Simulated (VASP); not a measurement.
PtBr2:

```
Pt Br
1.0
     2.02759    1.17063    6.13018
    -2.02759    1.17063    6.13018
     0.00000   -2.34126    6.13018
Pt Br
1 2
Direct
  0.00000 0.00000 0.00000
  0.25200 0.25200 0.25200
  0.74800 0.74800 0.74800
```

The cell was built by a generator and needn't be a form met in nature.

Base run:

```yaml
Program: VASP 6.6.1
Functional: r2SCAN
Potentials_or_basis: VASP PAW PBE potentials, release 64 (Pt, Br)
Cutoff: 520 eV
k_mesh: 6 × 6 × 6
Occupations: gaussian, width 0.05 eV
Spin: collinear spin, ferromagnetic start
Starting_moments: "[0.5, 0.0, 0.0] μB"
Hubbard_terms: Pt d U = 7 eV
```

Its results: band gap on the k mesh 2.91 eV, indirect (least direct gap 3.06 eV); pressure -3.6 GPa; net moment 2.00 μB per cell; largest force 0.497 eV/Å.

Problem. The run is repeated on the same cell with these changes: spin from collinear spin, ferromagnetic start to collinear spin, zero start; moments at the start from [0.5, 0.0, 0.0] to [0.0, 0.0, 0.0]. What comes out?

Solution. Band gap on the k mesh none (metal or under the smearing width); pressure -7.8 GPa; net moment 0.00 μB per cell; largest force 0.994 eV/Å.

Caveats: the PAW data sets were made with another functional, which shifts forces and pressure a little; spin-orbit coupling is left out, which moves the levels of the heavy elements (some runs).

A k mesh can miss the band edges.
